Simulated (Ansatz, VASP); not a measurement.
# Re (Rhenium): VASP beside Ansatz, part 2 of 2

One calculation is typed for both programs; each brings its own data sets. How far apart do they land? The structure shown is the end of the Ansatz relaxation below.

VASP 6.6.1 and Ansatz 0.2.0.

So far: Set-up; Ansatz: relaxation, PBEsol; VASP: single point, PBEsol, pair 1.

## Step 4: Side by side

Known differences besides the potentials themselves: the data sets hold 30 valence electrons in Ansatz (on its PAW soft_1 files) and 14 in VASP; the cutoff is 420 eV in Ansatz and 600 eV in VASP; Ansatz makes its cores anew for this functional, VASP keeps those of its PBE data sets; Ansatz's pressure holds a Pulay correction, VASP's none. Total energies have different zeros and are not compared.

The two programs side by side:

```csv
quantity,Ansatz,VASP,difference
pressure (GPa),-5.74,-5.81,+0.06
```

## Step 5: Ansatz: relaxation, PBEsol

This run makes the geometry at which the two programs are then compared. The cell compared in this pair holds 29.76 Å³, against 29.59 Å³ for the pair before.

The structure compared here is the end of the Ansatz relaxation.

Contents of input.yaml:

```yaml
crystal:
  lattice:
    - [2.7328479457, 0.0, 0.0]
    - [-1.3664239728, 2.3667157456, 0.0]
    - [0.0, 0.0, 4.619010158]
  atoms:
    - { symbol: Re, position: [0.3333333332, 0.6666666668, 0.25] }
    - { symbol: Re, position: [0.6666666668, 0.3333333332, 0.75] }
kpoints:
  mp_grid: { grid: [18, 18, 12] }
hamiltonian:
  xc: pbesol
  pseudopotentials: { kind: paw, azcp: { folder: soft_1 }, xc_functional: pbe }
scf:
  occupations: { method: methfessel_paxton, width: 0.2 }
output:
  forces: true
  stress: true
  eigenvalues: true
relax:
  adjacent_minimum: "off"
  f_tol: 0.001
  max_steps: 60
  cell: { stress_tol: 0.01, fix: [c, angles] }
```

Launch:

```sh
$ ansatz run input.yaml --threads 4 --pin off --max-ram 10240MiB --backend cpu --events-out ev --progress --plain --runs-dir out
```

Numbers of over 12 decimals in the logs are rounded to 6 here.

What it wrote:

```text
[...]
Crystal: 2 atoms, lattice volume = 29.875 Å³
Basis set: ecut = 420 eV, 585 PW (Γ), exchange–correlation on 40×40×64 points (8 copies of the dense FFT grid, shifted against one another)
Bands: 19, of which v1, the nominal top of the filled ones, is band 15 counted from 1 (14 counted from 0)
Symmetry: 8 space group operations
k-points: 637 of 3888
[...]
k-point 636: bands = [... 11 lower, 19.3213, 24.1404, 24.1404, 24.4794, 24.4794, 28.1329, 28.1329, 28.1819]
--- Relaxed structure (4 steps of the walk, 3 accepted, 1 SCFs on fresh bases) ---
[...]
cell:  # Å, volume = 29.7615 Å³
    - [2.727643, -2.8812505129746675e-11, 0]
    - [-1.363822, 2.362208, 0]
    - [0, 0, 4.619010158]
  atoms:
    - { symbol: Re, position: [0.333333, 0.666667, 0.25] }
    - { symbol: Re, position: [0.666667, 0.333333, 0.75] }
[key lines of the parts left out:]
SCF converged after 4 iterations
Free energy (F): -21476.671343 eV
Fermi energy:    23.612380 eV
P = ⅓ Tr σ = -7.4624 GPa (-74.624 kbar)
```

## Step 6: VASP: single point, PBEsol, pair 2

The same cell, functional, mesh and smearing now go to VASP, with its own data sets.

Contents of INCAR:

```
SYSTEM = Re
PREC = Accurate
ENCUT = 600
EDIFF = 1E-06
NELM = 120
ISMEAR = 1
SIGMA = 0.2
LREAL = .FALSE.
ALGO = Normal
GGA = PS
NBANDS = 13
LASPH = .TRUE.
LORBIT = 11
LWAVE = .FALSE.
LCHARG = .FALSE.
ISIF = 2
GGA_COMPAT = .FALSE.
KPAR = 2
```

Contents of POSCAR:

```
Re
1.0
    2.7276431549      0.0000000000      0.0000000000
   -1.3638215774      2.3622082646      0.0000000000
    0.0000000000      0.0000000000      4.6190101580
Re
2
Direct
    0.3333333333      0.6666666667      0.2500000000
    0.6666666667      0.3333333333      0.7500000000
```

Contents of KPOINTS:

```
Automatic mesh
0
Gamma
18 18 12
0 0 0
```

The projector-augmented-wave data sets are Re (PBE family, release 64).

Launch:

```sh
$ mpirun -np 2 vasp_std
```

What it wrote:

```text
[banner, memory and clock lines left out]
running    2 mpi-ranks, on    1 nodes
[...]
[... a notice as in an earlier step ...]

 LDA part: xc-table for (Slater+PW92), standard interpolation
 POSCAR, INCAR and KPOINTS ok, starting setup
[...]
entering main loop
       N       E                     dE             d eps       ncg     rms          rms(c)
DAV:   1     0.308021082810E+02    0.30802E+02   -0.73299E+03 12744   0.145E+03
DAV:   2    -0.252303556018E+02   -0.56032E+02   -0.47564E+02 11307   0.325E+02
DAV:   3    -0.281624516464E+02   -0.29321E+01   -0.26391E+01 11902   0.949E+01
DAV:   4    -0.282161401869E+02   -0.53689E-01   -0.52302E-01 10874   0.727E+00
[...]
DAV:   9    -0.266556522655E+02    0.10743E-02   -0.59449E-04 12374   0.269E-01    0.406E-02
DAV:  10    -0.266556575838E+02   -0.53183E-05   -0.53901E-05 11031   0.872E-02    0.156E-02
DAV:  11    -0.266556584214E+02   -0.83761E-06   -0.23100E-07  6517   0.185E-02
   1 F= -.26655658E+02 E0= -.26655478E+02  d E =-.539806E-03
```

From OUTCAR (step 6):

```text
  Total       -0.0281158     -0.0281158     -4.1679274     -0.0000000     -0.0000000      0.0000000
  in kB       -1.5135820     -1.5135820   -224.3758298     -0.0000000     -0.0000000      0.0000000
  external PRESSURE =     -75.8009979 kB  Pullay stress =       0.0000000 kB

 POSITION                                       TOTAL-FORCE (eV/Angst)
 -----------------------------------------------------------------------------------
     -0.00000      1.57481      1.15475         0.000000     -0.000000      0.000000
      1.36382      0.78740      3.46426        -0.000000      0.000000      0.000000
 -----------------------------------------------------------------------------------
    total drift:                               -0.000000      0.000000     -0.000000

  FREE ENERGIE OF THE ION-ELECTRON SYSTEM (eV)
  ---------------------------------------------------
  free  energy   TOTEN  =       -26.6556584214 eV

  energy  without entropy=      -26.6551186159  energy(sigma->0) =      -26.65547849

[... 1 part as in an earlier step ...]

[... 2 further parts left out ...]
[key lines of the parts left out:]
E-fermi :   7.6487
```

The run ends at a pressure of -7.58 GPa.

## Step 7: Side by side

What differs besides the data sets and the points named for the pairs above, as far as they apply: the data sets hold 30 valence electrons in Ansatz (on its PAW soft_1 files) and 14 in VASP. Total energies have different zeros and are not compared.

The two programs side by side:

```csv
quantity,Ansatz,VASP,difference
pressure (GPa),-7.46,-7.58,+0.12
```

## Step 8: Summary of results

```
difference in pressure (single point, PBEsol, pair 1) : 0.064 GPa
difference in pressure (single point, PBEsol, pair 2) : 0.12 GPa
```

What this shows: The difference in pressure is 0.12 GPa (single point, PBEsol, pair 2), within the 1 GPa picked in this series as the mark of a large difference. The data sets hold unlike numbers of valence electrons (30 in Ansatz and 14 in VASP), so part of the differences comes from the potentials. Such differences can come from data sets, numerical settings and the points named under the comparisons, not from the functional's error against experiment.

[Lines on the potential files, build, host, timing and source positions are cut from VASP's logs without a mark.]

[Logs are printed without paths, hosts, clocks, repeated set-up lines and the standing remarks that a program may print on its own settings, such as how far it seeks lower states.]

[Hosts, paths, dates, database ids (printed as entryN), source tags and the programs' standing remarks are cut or masked in the printed files.]
